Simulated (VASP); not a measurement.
Set up this calculation in VASP 6.6.1, as the native input.

- Task: single point
- Functional: PBEsol
- Potentials or basis: VASP PAW PBE potentials, release 64 (Bi_d)
- Cutoff: 520 eV
- k mesh: 12 × 12 × 12
- Occupations: gaussian, width 0.5 eV
- Spin: no spin polarisation
- Further INCAR settings: ALGO = Fast; EDIFF = 1e-06; NBANDS = 22

The structure of Bi lies in POSCAR:

```
Bi
1.0
    2.2625300000      1.3062700000      3.8802500000
   -2.2625300000      1.3062700000      3.8802500000
    0.0000000000     -2.6125400000      3.8802500000
Bi
2
Direct
    0.2368300000      0.2368300000      0.2368300000
    0.7631700000      0.7631700000      0.7631700000
```

These files were run (other wordings do the same):

INCAR

```
SYSTEM = Bi
ALGO     = Fast           ! electronic algorithm
EDIFF    = 1E-6           ! SCF threshold, eV
ENCUT    = 520            ! plane-wave cutoff, eV
GGA      = PS             ! functional
ISIF     = 2              ! what is computed and relaxed
ISMEAR   = 0              ! smearing method
LASPH    = .True.         ! aspherical terms in the spheres
LCHARG   = .False.        ! write CHGCAR
LREAL    = .False.        ! projectors in reciprocal space
LWAVE    = .False.        ! write WAVECAR
NBANDS   = 22             ! bands
NELM     = 100            ! most SCF steps
PREC     = Accurate       ! precision mode
SIGMA    = 0.5            ! smearing width, eV
```

KPOINTS

```
k-points
0
Gamma
  12 12 12
  0 0 0
```

Potentials or basis: VASP PAW PBE potentials, release 64 (Bi_d).

Run with:

```sh
$ cat potpaw_PBE.64/Bi_d/POTCAR > POTCAR
$ mpirun -np 1 vasp_std > vasp.out
```

It gave:

```yaml
Pressure: 0.0 GPa
Largest_force: 0.079 eV/Å
Band_gap_on_the_k_mesh: none (metal or under the smearing width)
```

Caveat: the PAW data sets were made with another functional, which shifts forces and pressure a little; spin-orbit coupling is left out, which moves the levels of the heavy elements.

Run time: 2.1 min on 1 thread of Intel(R) Xeon(R) 6975P-C (Granite Rapids), with other jobs on the host, peak memory 0.36 GiB.
